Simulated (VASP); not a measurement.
Input:

```xyz
20
Lattice="10.4387 0.0000 0.0000 0.0000 4.7110 0.0000 0.0000 0.0000 17.6951" Properties=species:S:1:pos:R:3 pbc="T T T"
Cs     6.0978     1.1778     3.0064
Cs     4.3409     3.5333    14.6887
Cs     9.5603     3.5333    11.8540
Cs     0.8784     1.1778     5.8412
Sn     8.7827     1.1778    16.5998
Sn     1.6560     3.5333     1.0953
Sn     6.8753     3.5333     7.7522
Sn     3.5634     1.1778     9.9429
I      5.4996     3.5333    10.8931
I      4.9391     1.1778     6.8020
I     10.1584     1.1778     2.0456
I      0.2803     3.5333    15.6496
I      8.2884     3.5333     5.1557
I      2.1503     1.1778    12.5395
I      7.3696     1.1778    14.0032
I      3.0691     3.5333     3.6919
I      6.9533     3.5333    17.6709
I      3.4854     1.1778     0.0242
I      8.7047     1.1778     8.8233
I      1.7340     3.5333     8.8718
```

Computed with PBE GGA, VASP's PBE PAW potentials (set 64) (plane waves; VASP). Run with LREAL = Auto, 300 eV cut-off, 2×3×1 Γ-centred mesh shifted by (0.5, 0.5, 0.5), Gaussian smearing of 0.010 eV, potentials Cs_sv Sn_d I.

At this cut-off the stress carries a Pulay error, which pulls relaxed volumes low.

**Question.** Give the force on each atom (eV/Å).

**Answer.** 
```csv
atom,Fx,Fy,Fz
Cs1,0.006,0.000,-0.006
Cs2,-0.006,0.000,0.006
Cs3,-0.006,0.000,-0.006
Cs4,0.006,0.000,0.006
Sn5,0.122,0.000,0.179
Sn6,-0.122,0.000,-0.179
Sn7,-0.122,0.000,0.179
Sn8,0.122,0.000,-0.179
I9,0.150,0.000,0.088
I10,-0.150,0.000,-0.088
I11,-0.150,0.000,0.088
I12,0.150,0.000,-0.088
I13,0.133,0.000,-0.218
I14,-0.133,0.000,0.218
I15,-0.133,0.000,-0.218
I16,0.133,0.000,0.218
I17,-0.143,0.000,0.087
I18,0.143,0.000,-0.087
I19,0.143,0.000,0.087
I20,-0.143,0.000,-0.087
```

**Question.** Give the stress tensor in GPa (positive for a compressed cell).

**Answer.** 
```
1.35  0.00  0.00
0.00  1.37  0.00
0.00  0.00  1.37
```
The pressure is its mean diagonal, 1.36 GPa.

The structure comes from a computed database's CsSnI3 entry; how it stands against other phases isn't given here. The cell was not relaxed at this level. The k-mesh is coarse (spacing up to 0.44 per Å, 2π included), so the numbers may not be converged in it.
